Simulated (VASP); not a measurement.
Output of a VASP run:

**OSZICAR**
```
       N       E                     dE             d eps       ncg     rms          rms(c)
DAV:   1     0.851972763030E+01    0.85197E+01   -0.53794E+03   960   0.101E+03
DAV:   2    -0.190944509662E+02   -0.27614E+02   -0.27122E+02  1224   0.173E+02
DAV:   3    -0.192912406719E+02   -0.19679E+00   -0.19679E+00  1040   0.182E+01
DAV:   4    -0.192914210703E+02   -0.18040E-03   -0.18040E-03  1224   0.477E-01
DAV:   5    -0.192914211600E+02   -0.89712E-07   -0.89712E-07   984   0.729E-03    0.655E+00
DAV:   6    -0.184520136270E+02    0.83941E+00   -0.31430E+00  1128   0.129E+01    0.327E+00
DAV:   7    -0.183671842217E+02    0.84829E-01   -0.96756E-02  1192   0.289E+00    0.187E+00
DAV:   8    -0.183464830780E+02    0.20701E-01   -0.40872E-02  1000   0.168E+00    0.178E-01
DAV:   9    -0.183464966462E+02   -0.13568E-04   -0.40905E-04   912   0.226E-01    0.741E-02
DAV:  10    -0.183465129105E+02   -0.16264E-04   -0.73722E-05  1272   0.878E-02    0.131E-02
DAV:  11    -0.183465144490E+02   -0.15385E-05   -0.33158E-06   976   0.162E-02    0.547E-03
DAV:  12    -0.183465144411E+02    0.79286E-08   -0.84245E-07   448   0.752E-03
   1 F= -.18346514E+02 E0= -.18346514E+02  d E =-.183465E+02
       N       E                     dE             d eps       ncg     rms          rms(c)
DAV:   1    -0.183491045808E+02   -0.25901E-02   -0.82711E-02   984   0.299E+00    0.372E-01
DAV:   2    -0.183466221060E+02    0.24825E-02   -0.11410E-02  1016   0.831E-01    0.994E-02
DAV:   3    -0.183465068505E+02    0.11526E-03   -0.31476E-04  1064   0.183E-01    0.410E-02
DAV:   4    -0.183464721047E+02    0.34746E-04   -0.51051E-05  1024   0.638E-02    0.120E-02
DAV:   5    -0.183464718828E+02    0.22188E-06   -0.16617E-06   856   0.113E-02
   2 F= -.18346472E+02 E0= -.18346472E+02  d E =0.425583E-04
       N       E                     dE             d eps       ncg     rms          rms(c)
DAV:   1    -0.183477337559E+02   -0.12617E-02   -0.21197E-02   960   0.151E+00    0.189E-01
DAV:   2    -0.183470919897E+02    0.64177E-03   -0.29764E-03  1000   0.424E-01    0.503E-02
DAV:   3    -0.183470617443E+02    0.30245E-04   -0.80589E-05  1064   0.929E-02    0.207E-02
DAV:   4    -0.183470517566E+02    0.99877E-05   -0.13289E-05  1032   0.324E-02    0.603E-03
DAV:   5    -0.183470514178E+02    0.33879E-06   -0.44108E-07   488   0.581E-03
   3 F= -.18347051E+02 E0= -.18347051E+02  d E =-.536977E-03
```

File OUTCAR:
```
------------------------ aborting loop because EDIFF is reached ----------------------------------------
  FORCE on cell =-STRESS in cart. coord.  units (eV):
  Direction    XX          YY          ZZ          XY          YZ          ZX
  --------------------------------------------------------------------------------------
  Total        0.0002299      0.0002299      0.0002299      0.0000000     -0.0000000      0.0000000
  in kB        0.0313748      0.0313748      0.0313748      0.0000000     -0.0000000      0.0000000
  external PRESSURE =       0.0313748 kB  Pullay stress =       0.0000000 kB
  volume of cell :       11.74
      direct lattice vectors                 reciprocal lattice vectors
    -0.000000000  1.803783098  1.803783098    -0.277195191  0.277195191  0.277195191
     1.803783098 -0.000000000  1.803783098     0.277195191 -0.277195191  0.277195191
     1.803783098  1.803783098  0.000000000     0.277195191  0.277195191 -0.277195191
  FREE ENERGIE OF THE ION-ELECTRON SYSTEM (eV)
  ---------------------------------------------------
  free  energy   TOTEN  =       -18.3470514178 eV

  energy  without entropy=      -18.3470514178  energy(sigma->0) =      -18.34705142

 reached required accuracy - stopping structural energy minimisation
```
(Selected blocks of OUTCAR.)

### POSCAR
```
BN
1
    0.0000000000     1.8075000000     1.8075000000
    1.8075000000     0.0000000000     1.8075000000
    1.8075000000     1.8075000000     0.0000000000
B N
1 1
Direct
  0.0000000000   0.0000000000   0.0000000000
  0.2500000000   0.2500000000   0.2500000000
```

Problem. Reconstruct the remaining input files.

Solution. This is not unique; one that fits is the input of the run itself, PBEsol GGA, plane waves, VASP's PBE PAW potentials (set 64).

**KPOINTS**
```
Automatic mesh
0
Gamma
11 11 11
0 0 0
```

**INCAR**
```
ENCUT = 520   # plane-wave cut-off (eV)
SIGMA = 0.05   # width (eV)
IBRION = 2   # conjugate gradients
ALGO = Normal   # blocked Davidson
EDIFF = 1E-6   # SCF stop (eV)
NSW = 60   # most ionic steps
NELM = 100   # most electronic steps
GGA = PS   # PBEsol
LWAVE = .False.
LASPH = .True.   # aspherical one-centre terms
ISMEAR = 0   # Gaussian
SYSTEM = BN
PREC = Accurate
EDIFFG = -0.01   # ionic stop
LCHARG = .False.
ISIF = 3
LREAL = .False.   # projection in real space or not
```

POTCAR, in this order: B N (PBE.64 set). Program: vasp_std.

The compound is BN in the zinc blende structure. This run relaxes it. Symmetry was kept, so distortions that lower it aren't found.
